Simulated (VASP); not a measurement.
Write the native input for VASP 6.6.1 that does the following.

- Task: single point
- Functional: HSE(alpha, omega)
- Potentials or basis: VASP PAW PBE potentials, release 64 (Zn, Br)
- Cutoff: 520 eV
- k mesh: 3 × 3 × 3
- Occupations: fermi-dirac, width 0.05 eV
- Spin: no spin polarisation
- Screening parameter: 0.3
- Grid for exact exchange (PRECFOCK): Fast
- Further INCAR settings: ALGO = Normal; EDIFF = 1e-07

The system is ZnBr.

```
CELL_PARAMETERS angstrom
4.91863 0.00000 0.00000
-2.45932 4.25966 0.00000
0.00000 0.00000 4.98648
ATOMIC_POSITIONS crystal
Zn 0.00000 0.00000 0.50000
Br 0.00000 0.00000 0.00000
```

The cell was built by a generator and needn't be a form met in nature.

One way to write it, as run:

POSCAR

```
ZnBr
1.0
    4.9186300000      0.0000000000      0.0000000000
   -2.4593200000      4.2596600000      0.0000000000
    0.0000000000      0.0000000000      4.9864800000
Zn Br
1 1
Direct
    0.0000000000      0.0000000000      0.5000000000
    0.0000000000      0.0000000000      0.0000000000
```

INCAR.step1

```
PREC = Accurate
ENCUT = 520
EDIFF = 1E-5
ISMEAR = -1
SIGMA = 0.05
LREAL = False
LASPH = True
NELM = 100
ALGO = Normal
ISIF = 2
LWAVE = True
LCHARG = False
GGA = PE
```

INCAR.step2

```
PREC = Accurate
ENCUT = 520
EDIFF = 1E-7
ISMEAR = -1
SIGMA = 0.05
LREAL = False
LASPH = True
NELM = 100
ALGO = Normal
ISIF = 2
LWAVE = False
LCHARG = False
GGA = PE
LHFCALC = True
HFSCREEN = 0.3
AEXX = 0.25
PRECFOCK = Fast
ISTART = 1
```

KPOINTS

```
regular mesh
0
Gamma
  3 3 3
```

Potentials or basis: VASP PAW PBE potentials, release 64 (Zn, Br).

The run is started by

```sh
$ cat potpaw_PBE.64/Zn/POTCAR potpaw_PBE.64/Br/POTCAR > POTCAR
$ cp INCAR.step1 INCAR
$ mpirun -np 1 vasp_std > vasp.out
$ cp INCAR.step2 INCAR
$ mpirun -np 1 vasp_std > vasp.out
```

It gave:

```
Pressure               : 0.0 GPa
Band gap on the k mesh : none (metal or under the smearing width)
```

Caveat: the k mesh is coarse (spacing up to 0.49 Å⁻¹), so the values aren't converged, least of all with exact exchange; the PAW data sets were made with another functional, which shifts forces and pressure a little; an odd number of electrons without spin polarisation forces a metal; a magnetic or distorted state may lie lower.

Run time: 60 s on 1 thread of Intel(R) Xeon(R) 6975P-C (Granite Rapids) (shared host), peak memory 0.32 GiB.
